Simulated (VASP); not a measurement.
An input for Quantum ESPRESSO's pw.x (written as the equivalent of a VASP run, and not itself run):

```
&CONTROL
  calculation = 'scf'
  pseudo_dir = './pseudo'
  outdir = './out'
  tprnfor = .true.
  tstress = .true.
/
&SYSTEM
  ibrav = 0
  nat = 2
  ntyp = 2
  ecutwfc = 82
  occupations = 'tetrahedra'
  input_dft = 'pbe'
  vdw_corr = 'grimme-d3'
  dftd3_version = 3
  dftd3_threebody = .false.
/
&ELECTRONS
  conv_thr = 7.3e-09
  electron_maxstep = 100
/
ATOMIC_SPECIES
  Nb 92.906 Nb.upf
  C 12.011 C.upf
CELL_PARAMETERS angstrom
     0.0000000    2.2287220    2.2287220
     2.2287220    0.0000000    2.2287220
     2.2287220    2.2287220    0.0000000
ATOMIC_POSITIONS crystal
  Nb   0.0000000  0.0000000  0.0000000
  C    0.5000000  0.5000000  0.5000000
K_POINTS automatic
  16 16 16 0 0 0
```

Problem. Translate this input to VASP (INCAR, KPOINTS, POSCAR, choice of POTCAR).

Solution. Several could match; the one computed here: 
**INCAR**
```
# general
SYSTEM  = NbC
PREC    = Accurate
ENCUT   = 520
LREAL   = .FALSE.
LASPH   = .TRUE.

# electronic loop
EDIFF   = 1E-7
NELM    = 100
ALGO    = Normal
LMAXMIX = 4

# smearing
ISMEAR  = -5

# functional
GGA     = PE
IVDW    = 11

# ions
ISIF    = 2

# output
LWAVE   = .FALSE.
LCHARG  = .TRUE.
LORBIT  = 11
NEDOS   = 601
```

KPOINTS:
```
Automatic mesh
0
G
  16 16 16
```

**POSCAR**
```
NbC
1
    0.0000000000     2.2287220333     2.2287220333
    2.2287220333     0.0000000000     2.2287220333
    2.2287220333     2.2287220333     0.0000000000
Nb C
1 1
Direct
  0.0000000000   0.0000000000   0.0000000000
  0.5000000000   0.5000000000   0.5000000000
```

POTCAR, in this order: Nb_sv C (PBE.64 set). Program: vasp_std.

What does not carry over: the potentials are each code's own (VASP's PAW set, PseudoDojo norm-conserving files in pw.x), so ENCUT and ecutwfc are chosen apart and not converted; conv_thr bounds pw.x's estimated SCF error, while EDIFF bounds the energy change between steps.

The compound is NbC in the rock salt structure. It was relaxed first.
